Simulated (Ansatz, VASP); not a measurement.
**HfOs in VASP and in Ansatz**

INCAR

```
ALGO = Normal
EDIFF = 1E-7
ENCUT = 520
ISIF = 2
ISMEAR = 0
LASPH = T
LCHARG = T
LELF = T
LREAL = F
LVHAR = T
LWAVE = F
NBANDS = 16
NELM = 80
PREC = Accurate
SIGMA = 0.15
```

The input KPOINTS:

```
k-points
0
Gamma
  16 16 16
```

POSCAR

```
HfOs
1.0
    3.2390000000      0.0000000000      0.0000000000
    0.0000000000      3.2390000000      0.0000000000
    0.0000000000      0.0000000000      3.2390000000
Hf Os
1 1
Direct
    0.0000000000      0.0000000000      0.0000000000
    0.5000000000      0.5000000000      0.5000000000
```

Input for Ansatz:

```yaml
crystal:
  lattice:
    - [3.239, 0.0, 0.0]
    - [0.0, 3.239, 0.0]
    - [0.0, 0.0, 3.239]
  atoms:
    - { symbol: Hf, position: [0.0, 0.0, 0.0] }
    - { symbol: Os, position: [0.5, 0.5, 0.5] }
basis:
  ecutwfc: 420
kpoints:
  mp_grid: { grid: [16, 16, 16] }
hamiltonian:
  xc: lda
scf:
  occupations: { method: gaussian, width: 0.15 }
output:
  forces: true
  stress: true
  eigenvalues: true
```

Alike in both runs: task single point; functional LDA; k mesh 16 × 16 × 16; occupations gaussian, width 0.15 eV; no spin polarisation.

|  | VASP | Ansatz |
| --- | --- | --- |
| version | VASP 6.6.1 | Ansatz 0.2.0 |
| potentials or method | VASP PAW LDA potentials, release 64 (Hf_pv, Os) | scalar-relativistic, plane waves, PAW |
| plane-wave cutoff (eV) | 520 | 420 |
| valence electrons in the cell | 18 | 42 |

VASP gave:

```
gap on the k mesh at the Fermi level (eV) : none
pressure (GPa)                            : -8.8
```

Task: Estimate Ansatz's values.

Result: gap on the k mesh at the Fermi level (eV): none; pressure (GPa): -8.4.

A gap of «none» marks a metal or a gap that the smearing closes. The two sets of potentials don't hold the same shells in valence.

Spin-orbit coupling is left out, which matters for the levels of Hf, Os.
